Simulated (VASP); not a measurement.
Here is the system:

```xyz
6
Lattice="4.1883 0.0000 0.0000 0.0000 4.1883 0.0000 0.0000 0.0000 4.1883" Properties=species:S:1:pos:R:3 pbc="T T T"
Cu     3.1412     1.0471     3.1412
Cu     1.0471     3.1412     3.1412
Cu     3.1412     3.1412     1.0471
Cu     1.0471     1.0471     1.0471
O      0.0000     0.0000     4.1883
O      2.0941     2.0941     2.0941
```

Method: PBE GGA with D3 dispersion (zero damping), VASP's PBE PAW potentials (set 64) (plane waves; VASP 6.6.1). Settings: 520 eV cut-off, 5×5×5 Γ-centred mesh, Gaussian smearing of 0.050 eV, potentials Cu O.

Question: Estimate the energy per atom (σ→0), pressure, band gap (on the k-mesh) with the smallest direct gap where there is one.

Answer: 
```
Property                                     Result
-----------------------------------  --------------
band gap (on the k-mesh)                    0.66 eV
smallest direct gap (on the k-mesh)         0.66 eV
energy per atom (σ→0)                -4.769 eV/atom
pressure                                   7.98 GPa
```

The absolute energy has meaning only against runs of the same code, potentials and settings.

The compound is Cu2O in the cuprite structure. This cell is one point of a volume scan, at 0.94 of the reference volume.
